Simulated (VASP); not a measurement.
Crystal: Si3Bi2Te3.

```
CELL_PARAMETERS angstrom
-3.24597 3.24597 4.92493
3.24597 -3.24597 4.92493
3.24597 3.24597 -4.92493
ATOMIC_POSITIONS crystal
Si 0.50000 0.50000 0.00000
Si 0.75000 0.25000 0.50000
Si 0.25000 0.75000 0.50000
Bi 0.50000 0.00000 0.50000
Bi 0.00000 0.50000 0.50000
Te 0.00000 0.00000 0.00000
Te 0.28482 0.28482 0.00000
Te 0.71518 0.71518 0.00000
```

The cell was built by a generator and needn't be a form met in nature.

- Program: VASP 6.6.1
- Task: relaxation of cell and atoms
- Functional: PBE
- Potentials or basis: VASP PAW PBE potentials, release 64 (Si, Bi_d, Te)
- Cutoff: 520 eV
- k mesh: 3 × 3 × 3
- Occupations: gaussian, width 0.15 eV
- Spin: no spin polarisation

At the start: pressure 15.9 GPa; volume 25.95 Å³/atom.

Task: How do energy, volume and symmetry change on relaxing?

Result: Over 16 steps the energy falls by 882.4 meV/atom and the volume is 27.45 Å³/atom (+5.8 %); space group I4/mmm (No. 139, to 0.05 Å).

Step by step:
| step | energy change (eV) | largest force (eV/Å) | pressure (GPa) | volume (Å³) |
| --- | --- | --- | --- | --- |
| 1 | 0.0000 | 6.8549 | 15.92 | 207.56 |
| 2 | -4.9322 | 0.2603 | -7.09 | 283.17 |
| 3 | -6.0497 | 0.2126 | -4.48 | 248.48 |
| 4 | -6.0504 | 0.2573 | -4.85 | 250.74 |
| 5 | -6.0525 | 0.2349 | -4.74 | 249.63 |
| 6 | -6.8663 | 0.5563 | -0.96 | 223.87 |
| 7 | -6.8971 | 0.6728 | 0.19 | 219.03 |
| 8 | -6.8992 | 0.7077 | 0.46 | 217.33 |
| 9 | -6.8981 | 0.7253 | 0.74 | 216.35 |
| 10 | -6.9606 | 0.6188 | 0.44 | 217.99 |
| 11 | -6.9910 | 0.5340 | 0.10 | 219.62 |
| 12 | -6.9938 | 0.5049 | -0.04 | 220.27 |
| 13 | -7.0458 | 0.2437 | -0.31 | 221.19 |
| 14 | -7.0550 | 0.0663 | -0.43 | 221.73 |
| 15 | -7.0579 | 0.0163 | 0.37 | 218.65 |
| 16 | -7.0589 | 0.0150 | 0.13 | 219.63 |

Final structure:
```
CELL_PARAMETERS angstrom
-2.96181 2.96181 6.25926
2.96181 -2.96181 6.25926
2.96181 2.96181 -6.25926
ATOMIC_POSITIONS crystal
Si 0.50000 0.50000 0.00000
Si 0.75000 0.25000 0.50000
Si 0.25000 0.75000 0.50000
Bi 0.50000 0.00000 0.50000
Bi 0.00000 0.50000 0.50000
Te 0.00000 0.00000 0.00000
Te 0.27568 0.27568 0.00000
Te 0.72432 0.72432 0.00000
```

Caveat: the k mesh is coarse (spacing up to 0.46 Å⁻¹), so the values aren't converged.
